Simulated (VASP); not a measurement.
The input files of a VASP run:

INCAR:
```
! general
SYSTEM  = KHgI3
PREC    = Accurate
ENCUT   = 300   ! plane-wave cut-off (eV)
LREAL   = .False.   ! projection in real space or not
LASPH   = .True.

! electronic loop
EDIFF   = 1E-6
NELM    = 100
ALGO    = Normal   ! blocked Davidson
LMAXMIX = 6

! smearing
ISMEAR  = 0   ! Gaussian
SIGMA   = 0.2

! functional
GGA     = PE

! ions
ISIF    = 2

! output
LWAVE   = .False.
LCHARG  = .False.
```

File KPOINTS:
```
Automatic mesh
0
Gamma
7 7 7
0 0 0
```

**POSCAR**
```
KHgI3
1
    5.7439650000     0.0000000000     0.0000000000
    0.0000000000     5.7439650000     0.0000000000
    0.0000000000     0.0000000000     5.7439650000
K Hg I
1 1 3
Direct
  0.0000000000   0.0000000000   0.0000000000
  0.5000000000   0.5000000000   0.5000000000
  0.0000000000   0.5000000000   0.5000000000
  0.5000000000   0.5000000000   0.0000000000
  0.5000000000   0.0000000000   0.5000000000
```

POTCAR, in this order: K_sv Hg I (PBE.64 set). Program: vasp_std.

Translate this PBE calculation to Ansatz.

One equivalent input (not run):
Ansatz 0.2 input:
```yaml
crystal:
  lattice:
    - [5.7439650, 0.0000000, 0.0000000]
    - [0.0000000, 5.7439650, 0.0000000]
    - [0.0000000, 0.0000000, 5.7439650]
  atoms:
    - { symbol: K, position: [0.0000000, 0.0000000, 0.0000000] }
    - { symbol: Hg, position: [0.5000000, 0.5000000, 0.5000000] }
    - { symbol: I, position: [0.0000000, 0.5000000, 0.5000000] }
    - { symbol: I, position: [0.5000000, 0.5000000, 0.0000000] }
    - { symbol: I, position: [0.5000000, 0.0000000, 0.5000000] }
kpoints:
  mp_grid: { grid: [7, 7, 7] }
hamiltonian:
  xc: pbe
  pseudopotentials: { kind: paw }
scf:
  occupations: { method: gaussian, width: 0.2 }
  max_iter: 100
output: { forces: true, stress: true, eigenvalues: true }
```
What does not carry over: each code has its own PAW files, so the cut-off isn't converted (ENCUT is set for VASP's; basis.ecutwfc is left out, and Ansatz then takes the one that its files recommend); Ansatz stops its SCF on the density residual and VASP on the energy change (EDIFF).

The structure was generated: KHgI3 was put into an ordered model structure, which need not be its known phase. The cell was not relaxed at this level. The run is one of a series of settings (KPOINTS 7×7×7 Γ-centred mesh against the base run), some of them coarse on purpose.
